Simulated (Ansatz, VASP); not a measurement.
## MgCd2Se3 in VASP and in Ansatz

```xyz
12
Lattice="4.3425 0.0000 0.0000 -2.1712 3.7607 0.0000 0.0000 0.0000 21.1686" Properties=species:S:1:pos:R:3 pbc="T T T"
Mg    2.1712    1.2536    7.0241
Mg    0.0000    2.5071   17.6084
Cd    2.1712    1.2536   21.1361
Cd    2.1712    1.2536   14.1590
Cd    0.0000    2.5071    3.5748
Cd    0.0000    2.5071   10.5518
Se    2.1712    1.2536    2.6520
Se    2.1712    1.2536    9.6293
Se    2.1712    1.2536   16.8434
Se    0.0000    2.5071    6.2592
Se    0.0000    2.5071   13.2363
Se    0.0000    2.5071   20.2136
```

Alike in both runs: functional PBE; k mesh 6 × 6 × 2; occupations gaussian, width 0.02 eV; no spin polarisation.

Ansatz relaxed the structure, and its values are those at the end. VASP's run is a single point on that final structure, the one shown.

|  | VASP | Ansatz |
| --- | --- | --- |
| version | VASP 6.6.1 | Ansatz 0.2.0 |
| potentials or method | VASP PAW PBE potentials, release 64 (Mg, Cd, Se) | scalar-relativistic, plane waves, PAW |
| plane-wave cutoff (eV) | 520 | 420 |
| valence electrons in the cell | 88 | 196 |

|  | VASP | Ansatz | Ansatz less VASP |
| --- | --- | --- | --- |
| gap on the k mesh at the Fermi level (eV) | 1.01 | 1.01 | +0.002 |
| least direct gap on the mesh (eV) | 1.01 | 1.01 | +0.002 |
| pressure (GPa) | 0.2 | 0.0 | -0.16 |
| rms of the force components (eV/Å) | 0.010 | 0.001 | -0.0095 |

With one functional, cell and mesh, what is left measures potentials, basis and numerics. The two sets of potentials don't hold the same shells in valence.
